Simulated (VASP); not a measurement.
Here is the system:

```
CELL_PARAMETERS angstrom
     -1.78610     1.78610     6.04684
      1.78610    -1.78610     6.04684
      1.78610     1.78610    -6.04684
ATOMIC_POSITIONS crystal
  Ru 0.75000 0.75000 0.00000
  Ru 0.50000 0.00000 0.50000
  Te 0.16600 0.16600 0.00000
  Te 0.91600 0.41600 0.50000
```

The numbers are results of PBE GGA, VASP's PBE PAW potentials (set 64) (plane waves; VASP), not measurements. Run with 400 eV cut-off, 7×7×7 Γ-centred mesh, Gaussian smearing of 0.050 eV, potentials Ru_pv Te.

Q: Give the stress tensor in GPa (positive for a compressed cell).

A: 
```
3.51  0.00  0.00
0.00  3.51  0.00
0.00  0.00  0.51
```
The pressure is its mean diagonal, 2.51 GPa.

The structure was generated: TeRu was put into the NbAs type (I4_1md), which need not be its known phase. The cell was not relaxed at this level. The k-mesh is coarse (spacing up to 0.36 per Å, 2π included), so the numbers may not be converged in it. The run is one of a series of settings (KPOINTS 7×7×7 Γ-centred mesh against the base run), some of them coarse on purpose.
